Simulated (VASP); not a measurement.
A VASP calculation is set up with these files.

INCAR:
```
! general
SYSTEM =CsBr
PREC   =Accurate
ENCUT  =300   ! plane-wave cut-off (eV)
LREAL  =.False.   ! projection in real space or not
LASPH  =.True.   ! aspherical one-centre terms

! electronic loop
EDIFF  =1E-6
NELM   =100
ALGO   =Normal
LMAXMIX=4

! smearing
ISMEAR =0   ! Gaussian
SIGMA  =0.01

! functional
GGA    =RE   ! revPBE

! ions
ISIF   =2   ! forces and stress, cell fixed

! output
LWAVE  =.False.
LCHARG =.False.
```

### POSCAR
```
CsBr
1
    4.3256200000     0.0000000000     0.0000000000
    0.0000000000     4.3256200000     0.0000000000
    0.0000000000     0.0000000000     4.3256200000
Cs Br
1 1
Direct
  0.0000000000   0.0000000000   0.0000000000
  0.5000000000   0.5000000000   0.5000000000
```

**KPOINTS**
```
Regular mesh
0
gamma
  6 6 6
```

POTCAR, in this order: Cs_sv Br (PBE.64 set). Program: vasp_std.

Task: Write an equivalent input for Ansatz.

Result: One equivalent input (not run):
Ansatz 0.2 input:
```yaml
crystal:
  lattice:
    - [4.3256200, 0.0000000, 0.0000000]
    - [0.0000000, 4.3256200, 0.0000000]
    - [0.0000000, 0.0000000, 4.3256200]
  atoms:
    - { symbol: Cs, position: [0.0000000, 0.0000000, 0.0000000] }
    - { symbol: Br, position: [0.5000000, 0.5000000, 0.5000000] }
kpoints:
  mp_grid: { grid: [6, 6, 6] }
hamiltonian:
  xc: revpbe
  pseudopotentials: { kind: paw }
scf:
  occupations: { method: gaussian, width: 0.01 }
  max_iter: 100
output: { forces: true, stress: true, eigenvalues: true }
```
The two are equivalent in intent, not identical: each code has its own PAW files, so the cut-off isn't converted (ENCUT is set for VASP's; basis.ecutwfc is left out, and Ansatz then takes the one that its files recommend); Ansatz stops its SCF on the density residual and VASP on the energy change (EDIFF).

The structure comes from a computed database's CsBr entry; how it stands against other phases isn't given here. The cell was not relaxed at this level.
